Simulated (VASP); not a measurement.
These are PBE GGA, VASP's PBE PAW potentials (set 64) (plane waves; VASP) values and carry that method's errors.

A VASP calculation is set up with these files.

POSCAR:
```
Tc
4.5128720
  0.3081040189  -0.5252147635   0.0000000000
  0.3081040189   0.5252147635   0.0000000000
  0.0000000000   0.0000000000   1.0000000000
Tc
2
Cart
  0.3081040189   0.1750719380   0.2500000000
  0.3245321252  -0.1750719380   0.7500000000
```

File KPOINTS:
```
Automatic mesh
0
Gamma
14 14 7
0 0 0
```

**INCAR**
```
! general
SYSTEM =Tc
PREC   =Accurate
ENCUT  =400
LREAL  =.FALSE.
LASPH  =.TRUE.

! electronic loop
EDIFF  =1E-6
NELM   =100
ALGO   =Normal
LMAXMIX=4

! smearing
ISMEAR =0
SIGMA  =0.01

! functional
GGA    =PE

! ions
ISIF   =2

! output
LWAVE  =.FALSE.
LCHARG =.FALSE.
```

POTCAR, in this order: Tc_pv (PBE.64 set). Program: vasp_std.

Task: What does the run give for the energy per atom (σ→0), pressure, largest force, band gap (on the k-mesh)?

Result: 
```yaml
energy per atom (σ→0): -10.330 eV/atom
band gap (on the k-mesh): none (metal, semimetal or under 0.01 eV)
pressure: -98.3 kbar
largest_force: 0.212 eV/Å
```

### OSZICAR
```
...
DAV:   5    -0.221638279330E+02   -0.65212E-03   -0.65199E-03 15121   0.649E-01    0.221E+01
DAV:   6    -0.208085884880E+02    0.13552E+01   -0.34950E+00 14299   0.181E+01    0.634E+00
DAV:   7    -0.206687064036E+02    0.13988E+00   -0.55932E-01 15588   0.647E+00    0.831E-01
DAV:   8    -0.206592729993E+02    0.94334E-02   -0.89691E-03 14271   0.988E-01    0.178E-01
DAV:   9    -0.206593137746E+02   -0.40775E-04   -0.37439E-04 16172   0.167E-01    0.207E-02
DAV:  10    -0.206593138440E+02   -0.69429E-07   -0.19350E-05 14542   0.384E-02    0.122E-02
DAV:  11    -0.206593129721E+02    0.87191E-06   -0.25564E-06 10941   0.161E-02
   1 F= -.20659313E+02 E0= -.20659287E+02  d E =-.527932E-04
```

The compound is Tc in the hcp structure. The cell was not relaxed at this level, atoms are displaced from their ideal sites. The run is one of a series of settings (ISMEAR = 0, SIGMA = 0.01 against the base run), some of them coarse on purpose.
